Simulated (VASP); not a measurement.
Here is the system:

```
Au
1.0
    0.00000     2.04000     2.04000
    2.04000     0.00000     2.04000
    2.04000     2.04000     0.00000
Au
1
Cartesian
  0.00000   0.00000   0.00000
```

Computed with r2SCAN+rVV10, VASP's PBE PAW potentials (set 64) (plane waves; VASP 6.6.1). Settings: 520 eV cut-off, 14×14×14 Γ-centred mesh, first-order Methfessel-Paxton smearing of 0.10 eV, potentials Au.

Energy and stress use the plane-wave basis of the starting cell.

Question: The ions, cell shape and volume are relaxed. What does this cell relax into?

Answer: 
```
Au
1.0
    0.00000     2.05464     2.05464
    2.05464     0.00000     2.05464
    2.05464     2.05464     0.00000
Au
1
Direct
  0.00000   0.00000   0.00000
```
Space group Fm-3m (225), at a tolerance of 0.03 Å.

Question: How do energy and volume change from the first to the last step?

Answer: The energy (σ→0) changes by -4.1 meV/atom and the volume by +2.2 %, in 3 ionic steps.

| step | E(σ→0) (eV) | max force (eV/Å) | pressure (GPa) | volume (Å³) |
|---|---|---|---|---|
| 1 | -50.3787 | 0.000 | 3.71 | 16.98 |
| 2 | -50.3722 | 0.000 | -5.14 | 17.96 |
| 3 | -50.3828 | 0.000 | -0.02 | 17.35 |

The compound is Au in the fcc structure. This run relaxes it. Symmetry was kept, so distortions that lower it aren't found.
